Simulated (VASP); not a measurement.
Consider the following.

```
AlCo3N
1.0
    3.68909     0.00000     0.00000
    0.00000     3.68909     0.00000
    0.00000     0.00000     3.68909
Al N Co
1 1 3
Direct
  0.00000   0.00000   0.00000
  0.50000   0.50000   0.50000
  0.00000   0.50000   0.50000
  0.50000   0.50000   0.00000
  0.50000   0.00000   0.50000
```
Starting moments (μB, in the order of the record's atoms Al N Co Co Co): 0.0 0.1 0.8 0.8 0.8.

Calculation: PBEsol GGA, VASP's PBE PAW potentials (set 64) (plane waves; VASP). Numerical set-up: 600 eV cut-off, 8×8×8 Γ-centred mesh, first-order Methfessel-Paxton smearing of 0.10 eV, potentials Al N Co.

Energy and stress use the plane-wave basis of the starting cell. The moments were started parallel, and other spin orders were not tried in this run.

### Question
The ions, cell shape and volume at an external pressure of 10.0 GPa are relaxed. What does this cell relax into?

### Answer

```
AlCo3N
1.0
    3.64235     0.00000     0.00000
    0.00000     3.64235     0.00000
    0.00000     0.00000     3.64235
Al N Co
1 1 3
Direct
  0.00000   0.00000   0.00000
  0.50000   0.50000   0.50000
  0.00000   0.50000   0.50000
  0.50000   0.50000   0.00000
  0.50000   0.00000   0.50000
```
Space group Pm-3m (221), at a tolerance of 0.03 Å. The cell ends with 2.15 μB, on the sites -0.01 0.08 0.71 0.71 0.71 μB.

### Question
How do energy and volume change from the first to the last step?

### Answer
The energy (σ→0) changes by +11.1 meV/atom and the volume by -3.8 %, in 4 ionic steps.

```
step  E(σ→0) (eV)  max force (eV/Å)  pressure (GPa)  volume (Å³)
----  -----------  ----------------  --------------  -----------
1        -37.6500             0.000           -0.11        50.21
2        -37.2950             0.000           28.06        45.74
3        -37.5969             0.000            9.83        48.36
4        -37.5946             0.000           10.04        48.32
```

The structure was generated: AlCo3N was put into the cubic-perovskite type (Pm-3m), which need not be its known phase. This run relaxes it under an external pressure of 10 GPa. Symmetry was kept, so distortions that lower it aren't found.
